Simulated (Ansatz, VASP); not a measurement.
# GaN in two plane-wave programs

One calculation is typed for both programs; each brings its own data sets. How far apart do they land? The cell is taken from a series of runs on this material, whose earlier steps may have relaxed, scaled, displaced or heated it; both programs get it as it stands.

Program: Ansatz 0.2.0. Level of theory: plane waves, with VASP 6.6.1 beside it; zone-centre phonons at LDA. Results are calculated unless marked as measured.

### Step 1. Starting point

It takes space group F-43m (No. 216, cubic). Conventional cell: a = 4.395 Å, b = 4.395 Å, c = 4.395 Å, α = 90.00°, β = 90.00°, γ = 90.00°. Nearest to N lie 4 Ga at 1.90 Å. Ga has 4 N at 1.90 Å nearest. Farther neighbours and most contacts between anions are not listed.

### Step 2. VASP: zone-centre phonons, LDA, pair 1

Second derivatives magnify differences that forces hide, and they need a tight electronic threshold.

Lines of VASP's logs that name or quote its potential files are left out, and so is its time.

INCAR

```
SYSTEM = GaN
PREC = Accurate
ENCUT = 600
EDIFF = 1E-08
NELM = 120
ISMEAR = 0
SIGMA = 0.01
LREAL = .FALSE.
ALGO = Normal
GGA = CA
NBANDS = 15
LORBIT = 11
LWAVE = .FALSE.
LCHARG = .FALSE.
ISIF = 2
IBRION = 8
LEPSILON = .TRUE.
LASPH = .TRUE.
GGA_COMPAT = .FALSE.
EFERMI = MIDGAP
KPAR = 2
```

POSCAR

```
GaN
1.0
    0.0000000000      2.1974960907      2.1974960907
    2.1974960907      0.0000000000      2.1974960907
    2.1974960907      2.1974960907      0.0000000000
N Ga
1 1
Direct
    0.2500000000      0.2500000000      0.2500000000
    0.0000000000      0.0000000000      0.0000000000
```

KPOINTS

```
Automatic mesh
0
Gamma
12 12 12
0 0 0
```

Potentials, in the order of the species: N and Ga_d (LDA family, release 64).

Run with:

```bash
> mpirun -np 2 vasp_std
```

Numbers of over 12 decimals in the logs are rounded to 6 here.

The program printed:

```text
[banner, memory and clock lines left out]
running    2 mpi-ranks, on    1 nodes
 distrk:  each k-point on    1 cores,    2 groups
 distr:  one band on    1 cores,    1 groups

 POSCAR found type information on POSCAR N Ga
 POSCAR found :  2 types and       2 ions
 LDA part: xc-table for (Slater(with rela. corr.)+CA(PZ))
 , standard interpolation
 POSCAR, INCAR and KPOINTS ok, starting setup
 FFT: planning ... GRIDC
 FFT: planning ... GRID_SOFT
 FFT: planning ... GRID
 WAVECAR not read
 entering main loop
       N       E                     dE             d eps       ncg     rms          rms(c)
DAV:   1     0.832482987551E+02    0.83248E+02   -0.10222E+04  2399   0.240E+03
DAV:   2    -0.102298380478E+02   -0.93478E+02   -0.87687E+02  2475   0.353E+02
DAV:   3    -0.160148809608E+02   -0.57850E+01   -0.57557E+01  2433   0.745E+01
DAV:   4    -0.160787144060E+02   -0.63833E-01   -0.63808E-01  2736   0.820E+00
DAV:   5    -0.160794981701E+02   -0.78376E-03   -0.78376E-03  2512   0.862E-01    0.778E+00
DAV:   6    -0.139671578884E+02    0.21123E+01   -0.52034E+00  3233   0.458E+01    0.266E+00
DAV:   7    -0.139413714741E+02    0.25786E-01   -0.28419E-01  2496   0.631E+00    0.170E+00
DAV:   8    -0.139158718527E+02    0.25500E-01   -0.62008E-02  2588   0.305E+00    0.640E-01
DAV:   9    -0.139129462070E+02    0.29256E-02   -0.12892E-02  3081   0.272E+00    0.171E-01
DAV:  10    -0.139128988519E+02    0.47355E-04   -0.16199E-03  2729   0.632E-01    0.511E-02
DAV:  11    -0.139128575482E+02    0.41304E-04   -0.16722E-04  3254   0.227E-01    0.480E-03
DAV:  12    -0.139128591253E+02   -0.15771E-05   -0.13615E-05  2475   0.439E-02    0.586E-03
DAV:  13    -0.139128591288E+02   -0.34474E-08   -0.37058E-07  3008   0.122E-02    0.147E-03
DAV:  14    -0.139128591257E+02    0.30186E-08   -0.18917E-08  2348   0.132E-03
   1 F= -.13912859E+02 E0= -.13912859E+02  d E =0.000000E+00
 Linear response reoptimize wavefunctions to high precision
DAV:   1    -0.139128591256E+02    0.11596E-09   -0.31209E-09  2526   0.526E-04
DAV:   2    -0.139128591256E+02    0.23192E-10   -0.15804E-10  1423   0.112E-04
 Linear response G [H, r] |phi>, progress :
  Direction:   1
       N       E                     dE             d eps       ncg     rms
 LRF_COMMUTATOR internal error: the vector H(1)-e(1) S(1) |phi(0)> is not orthog
 onal to |phi(0)> (-1.117151378733361E-004,-6.439293542825908E-015)
 LRF_COMMUTATOR internal error: the vector H(1)-e(1) S(1) |phi(0)> is not orthog
 onal to |phi(0)> (-1.135034739252749E-004,2.881028748902281E-014)
 LRF_COMMUTATOR internal error: the vector H(1)-e(1) S(1) |phi(0)> is not orthog
 onal to |phi(0)> (1.022836831860996E-004,-2.799843690226567E-015)
 LRF_COMMUTATOR internal error: the vector H(1)-e(1) S(1) |phi(0)> is not orthog
 onal to |phi(0)> (1.252529589064327E-004,5.839079220137933E-014)
RMM:   1    -0.464133871916E+02   -0.46413E+02   -0.21590E+01  2654   0.283E+02
 LRF_COMMUTATOR internal error: the vector H(1)-e(1) S(1) |phi(0)> is not orthog
 onal to |phi(0)> (-1.117151378733361E-004,-6.439293542825908E-015)
 LRF_COMMUTATOR internal error: the vector H(1)-e(1) S(1) |phi(0)> is not orthog
 onal to |phi(0)> (-1.135034739252749E-004,2.881028748902281E-014)
 LRF_COMMUTATOR internal error: the vector H(1)-e(1) S(1) |phi(0)> is not orthog
 onal to |phi(0)> (1.022836831860996E-004,-2.799843690226567E-015)
 LRF_COMMUTATOR internal error: the vector H(1)-e(1) S(1) |phi(0)> is not orthog
 onal to |phi(0)> (1.252529589064327E-004,5.839079220137933E-014)
RMM:   2    -0.471046721691E+02   -0.69128E+00   -0.58526E+01  4159   0.603E+01
 LRF_COMMUTATOR internal error: the vector H(1)-e(1) S(1) |phi(0)> is not orthog
 onal to |phi(0)> (-1.117151378733361E-004,-6.439293542825908E-015)
 LRF_COMMUTATOR internal error: the vector H(1)-e(1) S(1) |phi(0)> is not orthog
 onal to |phi(0)> (1.022836831860996E-004,-2.799843690226567E-015)
 LRF_COMMUTATOR internal error: the vector H(1)-e(1) S(1) |phi(0)> is not orthog
 onal to |phi(0)> (-1.135034739252749E-004,2.881028748902281E-014)
 LRF_COMMUTATOR internal error: the vector H(1)-e(1) S(1) |phi(0)> is not orthog
 onal to |phi(0)> (1.252529589064327E-004,5.839079220137933E-014)
RMM:   3    -0.498359018110E+02   -0.27312E+01   -0.37508E+00  4376   0.173E+01
RMM:   4    -0.498579520292E+02   -0.22050E-01   -0.11687E-01  4660   0.378E+00
RMM:   5    -0.498690561362E+02   -0.11104E-01   -0.19831E-02  4780   0.792E-01
RMM:   6    -0.498683824212E+02    0.67372E-03   -0.27487E-03  4822   0.250E-01
RMM:   7    -0.498684899887E+02   -0.10757E-03   -0.25427E-03  4862   0.765E-02
RMM:   8    -0.498683204314E+02    0.16956E-03   -0.68159E-04  4875   0.281E-02
RMM:   9    -0.498683110321E+02    0.93992E-05   -0.54091E-04  4844   0.100E-02
RMM:  10    -0.498682681940E+02    0.42838E-04   -0.99981E-05  4683   0.490E-03
RMM:  11    -0.498682681399E+02    0.54088E-07   -0.92078E-05  4290   0.312E-03
RMM:  12    -0.498682700219E+02   -0.18820E-05   -0.13164E-04  3900   0.257E-03
[...]
RMM:   2    -0.321453305703E+00   -0.28316E+00   -0.31897E-02  4414   0.156E+00
RMM:   3    -0.323418441476E+00   -0.19651E-02   -0.46905E-03  4534   0.368E-01
RMM:   4    -0.323442533365E+00   -0.24092E-04   -0.10606E-04  4630   0.841E-02
RMM:   5    -0.323443794241E+00   -0.12609E-05   -0.71732E-06  4612   0.204E-02
[...]
RMM:   7    -0.278876930199E+00   -0.30554E-03   -0.86497E-06 16856   0.180E-02    0.232E-03
RMM:   8    -0.278877698622E+00   -0.76842E-06   -0.13064E-06 17686   0.585E-03    0.507E-04
RMM:   9    -0.278878885101E+00   -0.11865E-05   -0.30495E-07 17626   0.140E-03    0.211E-04
RMM:  10    -0.278876459637E+00    0.24255E-05   -0.10175E-07 17786   0.420E-04    0.328E-05
RMM:  11    -0.278876013102E+00    0.44653E-06   -0.70584E-08 12869   0.124E-04    0.198E-05
RMM:  12    -0.278876210225E+00   -0.19712E-06   -0.90481E-08  6899   0.757E-05    0.393E-06
 change of polarisation eV/A/(eV/A) component  1 :     0.529     0.104     0.058
 dielectric tensor                  component  1 :     5.511     0.884     0.497
 Linear response to external field, progress :
  Direction:   2
       N       E                     dE             d eps       ncg     rms          rms(c)
RMM:   1    -0.424063454868E-01   -0.42406E-01    0.17172E+00  9085   0.756E+00
RMM:   2    -0.275077403701E+00   -0.23267E+00   -0.28406E-02 17092   0.150E+00    0.788E-01
RMM:   3    -0.270866168465E+00    0.42112E-02   -0.44848E-03 16995   0.553E-01    0.453E-01
RMM:   4    -0.278573816626E+00   -0.77076E-02   -0.40888E-03 17005   0.561E-01    0.330E-02
RMM:   5    -0.278650198749E+00   -0.76382E-04   -0.31049E-04 17752   0.138E-01    0.296E-02
RMM:   6    -0.278571323137E+00    0.78876E-04   -0.52792E-05 17420   0.420E-02    0.135E-02
RMM:   7    -0.278875086103E+00   -0.30376E-03   -0.83665E-06 16852   0.180E-02    0.231E-03
RMM:   8    -0.278876000331E+00   -0.91423E-06   -0.11991E-06 17664   0.585E-03    0.495E-04
RMM:   9    -0.278877232072E+00   -0.12317E-05   -0.29463E-07 17659   0.140E-03    0.209E-04
RMM:  10    -0.278874814551E+00    0.24175E-05   -0.80859E-08 17764   0.421E-04    0.328E-05
RMM:  11    -0.278874391744E+00    0.42281E-06   -0.70725E-08 12865   0.126E-04    0.195E-05
RMM:  12    -0.278874588493E+00   -0.19675E-06   -0.77888E-08  6828   0.762E-05    0.399E-06
 change of polarisation eV/A/(eV/A) component  2 :     0.082     0.529     0.059
 dielectric tensor                  component  2 :     0.700     5.511     0.507
 Linear response to external field, progress :
  Direction:   3
       N       E                     dE             d eps       ncg     rms          rms(c)
RMM:   1    -0.425445093450E-01   -0.42545E-01    0.17158E+00  9083   0.756E+00
RMM:   2    -0.275085596133E+00   -0.23254E+00   -0.28360E-02 17091   0.149E+00    0.788E-01
RMM:   3    -0.270862566668E+00    0.42230E-02   -0.44783E-03 16991   0.553E-01    0.453E-01
RMM:   4    -0.278579800355E+00   -0.77172E-02   -0.40898E-03 17002   0.560E-01    0.330E-02
RMM:   5    -0.278656066341E+00   -0.76266E-04   -0.30881E-04 17756   0.138E-01    0.296E-02
RMM:   6    -0.278578614943E+00    0.77451E-04   -0.52049E-05 17420   0.419E-02    0.134E-02
RMM:   7    -0.278882044131E+00   -0.30343E-03   -0.82113E-06 16850   0.180E-02    0.231E-03
RMM:   8    -0.278883006117E+00   -0.96199E-06   -0.12012E-06 17672   0.583E-03    0.490E-04
RMM:   9    -0.278884209081E+00   -0.12030E-05   -0.25076E-07 17673   0.140E-03    0.213E-04
RMM:  10    -0.278881813658E+00    0.23954E-05   -0.76184E-08 17750   0.423E-04    0.327E-05
RMM:  11    -0.278881385381E+00    0.42828E-06   -0.63687E-08 12919   0.125E-04    0.195E-05
RMM:  12    -0.278881579887E+00   -0.19451E-06   -0.87724E-08  6773   0.751E-05    0.430E-06
 change of polarisation eV/A/(eV/A) component  3 :     0.067     0.095     0.529
 dielectric tensor                  component  3 :     0.571     0.811     5.511
 Linear response DOF=           2
 Linear response progress:
  Degree of freedom:   1/  2
       N       E                     dE             d eps       ncg     rms          rms(c)
RMM:   1    -0.237561494934E+00   -0.23756E+00    0.90712E-02 19583   0.420E+00
RMM:   2    -0.228155663397E+00    0.94058E-02   -0.96108E-03 14482   0.106E+00    0.150E-01
RMM:   3    -0.229210287459E+00   -0.10546E-02   -0.15719E-03 16028   0.343E-01    0.733E-02
RMM:   4    -0.230494586750E+00   -0.12843E-02   -0.38554E-04 15952   0.138E-01    0.181E-02
RMM:   5    -0.230587060583E+00   -0.92474E-04   -0.12539E-05 16494   0.322E-02    0.279E-03
RMM:   6    -0.230533788999E+00    0.53272E-04   -0.80768E-07 16216   0.809E-03    0.115E-03
RMM:   7    -0.230526043507E+00    0.77455E-05   -0.96482E-08 16853   0.206E-03    0.893E-05
RMM:   8    -0.230525721626E+00    0.32188E-06   -0.57598E-08 16650   0.548E-04    0.226E-05
RMM:   9    -0.230525389905E+00    0.33172E-06   -0.56904E-08 16861   0.217E-04    0.825E-06
RMM:  10    -0.230525536432E+00   -0.14653E-06   -0.42370E-08 16594   0.132E-04    0.117E-06
RMM:  11    -0.230525536014E+00    0.41784E-09   -0.47224E-08 16598   0.995E-05    0.523E-07
 first order change of Fermi-energy  -0.62767E+00
 force on displaced ion       1 direction 1 : -15.034  -0.000  -0.000
 Born effective charge ion    1 direction 1 :  -2.605   0.000   0.000
 Linear response progress:
  Degree of freedom:   2/  2
       N       E                     dE             d eps       ncg     rms          rms(c)
RMM:   1    -0.163245718201E+00   -0.16325E+00    0.30729E-01 10653   0.947E+00
RMM:   2    -0.160959029056E+00    0.22867E-02   -0.36168E-02 16259   0.173E+00    0.583E-02
RMM:   3    -0.161250909022E+00   -0.29188E-03   -0.25613E-03 16487   0.406E-01    0.352E-02
RMM:   4    -0.160903127471E+00    0.34778E-03   -0.16095E-04 17336   0.111E-01    0.377E-03
RMM:   5    -0.160911254277E+00   -0.81268E-05    0.18340E-06 17824   0.316E-02    0.227E-03
RMM:   6    -0.160906310759E+00    0.49435E-05    0.72514E-06 17725   0.977E-03    0.313E-04
RMM:   7    -0.160906711113E+00   -0.40035E-06    0.37585E-06 17971   0.343E-03    0.171E-04
RMM:   8    -0.160907176799E+00   -0.46569E-06    0.20682E-06 17935   0.118E-03    0.354E-05
RMM:   9    -0.160907119626E+00    0.57173E-07    0.11379E-06 17866   0.470E-04    0.909E-06
RMM:  10    -0.160907098847E+00    0.20779E-07    0.56111E-07 17987   0.224E-04    0.175E-06
RMM:  11    -0.160907126755E+00   -0.27908E-07    0.16757E-07 18147   0.131E-04    0.545E-07
RMM:  12    -0.160907113476E+00    0.13278E-07    0.32703E-07 16733   0.951E-05    0.391E-07
RMM:  13    -0.160907146538E+00   -0.33062E-07   -0.35826E-08 14805   0.803E-05    0.903E-08
 first order change of Fermi-energy   0.62797E+00
 force on displaced ion       2 direction 1 : -15.032  -0.000  -0.000
 Born effective charge ion    2 direction 1 :   2.604   0.000   0.000
 Born effective charges drift removed
 Linear response finished
```

From OUTCAR (step 2):

```text
ion  position               nearest neighbor table
   1  0.250  0.250  0.250-   2 1.90   2 1.90   2 1.90   2 1.90
   2  0.000  0.000  0.000-   1 1.90   1 1.90   1 1.90   1 1.90

  LATTYP: Found a face centered cubic cell.
 ALAT       =     4.3949921814

 Subroutine GETGRP returns: Found 24 space group operations
 (whereof 24 operations were pure point group operations)

The static configuration has the point symmetry T_d .

 Found     72 irreducible k-points:

   k-points           NKPTS =     72   k-points in BZ     NKDIM =     72   number of bands    NBANDS=     15

   dimension x,y,z NGX =    28 NGY =   28 NGZ =   28
   dimension x,y,z NGXF=    56 NGYF=   56 NGZF=   56

   ENCUT  =  600.0 eV  44.10 Ry    6.64 a.u.   6.21  6.21  6.21*2*pi/ulx,y,z

   NELECT =      18.0000    total number of electrons

 k-points in reciprocal lattice and weights: Automatic mesh
   0.00000000  0.00000000  0.00000000       0.001
   0.08333333  0.00000000  0.00000000       0.005
   0.16666667  0.00000000  0.00000000       0.005
   0.25000000  0.00000000  0.00000000       0.005
   0.33333333  0.00000000  0.00000000       0.005
   0.41666667  0.00000000  0.00000000       0.005
   0.50000000  0.00000000  0.00000000       0.002
   0.08333333  0.08333333  0.00000000       0.003
   0.16666667  0.08333333  0.00000000       0.014
[...]
-0.33333333  0.50000000  0.16666667       0.007
  -0.25000000  0.50000000  0.25000000       0.003

 average (electrostatic) potential at core
       1 -61.1890       2 -63.8994

  Total        1.3557876      1.3557876      1.3557876     -0.0000000      0.0000000     -0.0000000
  in kB      102.3500130    102.3500130    102.3500130     -0.0000000      0.0000000     -0.0000000
  external PRESSURE =     102.3500130 kB  Pullay stress =       0.0000000 kB

  energy-cutoff  :      600.00
  volume of cell :       21.22
      direct lattice vectors                 reciprocal lattice vectors
     0.000000000  2.197496091  2.197496091    -0.227531690  0.227531690  0.227531690
     2.197496091  0.000000000  2.197496091     0.227531690 -0.227531690  0.227531690
     2.197496091  2.197496091  0.000000000     0.227531690  0.227531690 -0.227531690

 POSITION                                       TOTAL-FORCE (eV/Angst)
 -----------------------------------------------------------------------------------
      1.09875      1.09875      1.09875         0.000000     -0.000000     -0.000000
      0.00000      0.00000      0.00000        -0.000000      0.000000      0.000000
 -----------------------------------------------------------------------------------
    total drift:                               -0.000001     -0.000001     -0.000001

 MACROSCOPIC STATIC DIELECTRIC TENSOR (including local field effects in DFT)
 ------------------------------------------------------
           5.511281    -0.000000     0.000000
           0.000000     5.511281    -0.000000
           0.000000     0.000000     5.511281
 ------------------------------------------------------

 PIEZOELECTRIC TENSOR (including local field effects)  for field in x, y, z        (C/m^2)
          XX          YY          ZZ          XY          YZ          ZX
  --------------------------------------------------------------------------------
  x     0.00000    -0.00000     0.00000     0.00000    -1.00694     0.00000
  y     0.00000     0.00000    -0.00000     0.00000     0.00000    -1.00694
  z    -0.00000     0.00000     0.00000    -1.00694     0.00000     0.00000

 BORN EFFECTIVE CHARGES (including local field effects) (in |e|, cummulative output)
 ---------------------------------------------------------------------------------
 ion    1
    1    -2.60424    -0.00000    -0.00000
    2     0.00000    -2.60424    -0.00000
    3     0.00000     0.00000    -2.60424
 ion    2
    1     2.60424     0.00000     0.00000
    2    -0.00000     2.60424     0.00000
    3    -0.00000    -0.00000     2.60424

 Eigenvectors and eigenvalues of the dynamical matrix
 ----------------------------------------------------

   1 f  =   17.751551 THz   111.536284 2PiTHz  592.128003 cm-1    73.414483 meV
             X         Y         Z           dx          dy          dz
      1.098748  1.098748  1.098748     0.000000    0.912572    0.000000
      0.000000  0.000000  0.000000     0.000000   -0.408915    0.000000

   2 f  =   17.751551 THz   111.536284 2PiTHz  592.128003 cm-1    73.414483 meV
             X         Y         Z           dx          dy          dz
      1.098748  1.098748  1.098748     0.912572    0.000000    0.000000
      0.000000  0.000000  0.000000    -0.408915    0.000000    0.000000

   3 f  =   17.751551 THz   111.536284 2PiTHz  592.128003 cm-1    73.414483 meV
             X         Y         Z           dx          dy          dz
      1.098748  1.098748  1.098748     0.000000    0.000000    0.912572
      0.000000  0.000000  0.000000     0.000000    0.000000   -0.408915

   4 f/i=    0.000387 THz     0.002435 2PiTHz    0.012925 cm-1     0.001603 meV
             X         Y         Z           dx          dy          dz
      1.098748  1.098748  1.098748    -0.408915    0.000000    0.000000
      0.000000  0.000000  0.000000    -0.912572    0.000000    0.000000

   5 f/i=    0.000387 THz     0.002435 2PiTHz    0.012925 cm-1     0.001603 meV
             X         Y         Z           dx          dy          dz
      1.098748  1.098748  1.098748     0.000000    0.000000   -0.408915
      0.000000  0.000000  0.000000     0.000000    0.000000   -0.912572

   6 f/i=    0.000387 THz     0.002435 2PiTHz    0.012925 cm-1     0.001603 meV
             X         Y         Z           dx          dy          dz
      1.098748  1.098748  1.098748     0.000000   -0.408915    0.000000
      0.000000  0.000000  0.000000     0.000000   -0.912572    0.000000

 MACROSCOPIC STATIC DIELECTRIC TENSOR IONIC CONTRIBUTION
 ------------------------------------------------------
           3.846586    -0.000000     0.000000
          -0.000000     3.846586    -0.000000
           0.000000    -0.000000     3.846586
 ------------------------------------------------------

 ELASTIC MODULI CONTR FROM IONIC RELAXATION (kBar)
 Direction    XX          YY          ZZ          XY          YZ          ZX
 --------------------------------------------------------------------------------
 XX          -0.0000     -0.0000      0.0000     -0.0000      0.0000      0.0000
 YY          -0.0000     -0.0000     -0.0000     -0.0000     -0.0000      0.0000
 ZZ           0.0000     -0.0000     -0.0000      0.0000     -0.0000      0.0000
 XY          -0.0000     -0.0000      0.0000   -678.1422     -0.0000     -0.0000
 YZ           0.0000     -0.0000     -0.0000     -0.0000   -678.1422      0.0000
 ZX           0.0000      0.0000      0.0000     -0.0000      0.0000   -678.1422
 --------------------------------------------------------------------------------

 PIEZOELECTRIC TENSOR IONIC CONTR  for field in x, y, z        (C/m^2)
          XX          YY          ZZ          XY          YZ          ZX
  --------------------------------------------------------------------------------
  x    -0.00000     0.00000     0.00000     0.00000     1.51974    -0.00000
  y    -0.00000    -0.00000    -0.00000     0.00000    -0.00000     1.51974
  z     0.00000     0.00000    -0.00000     1.51974     0.00000    -0.00000
```

(Continued in part 2 of 3.)

[Lines on the potential files, build, host, timing and source positions are cut from VASP's logs without a mark.]

[Logs are printed without paths, hosts, clocks, repeated set-up lines and the standing remarks that a program may print on its own settings, such as how far it seeks lower states.]

[Hosts, paths, dates, database ids (printed as entryN), source tags and the programs' standing remarks are cut or masked in the printed files.]
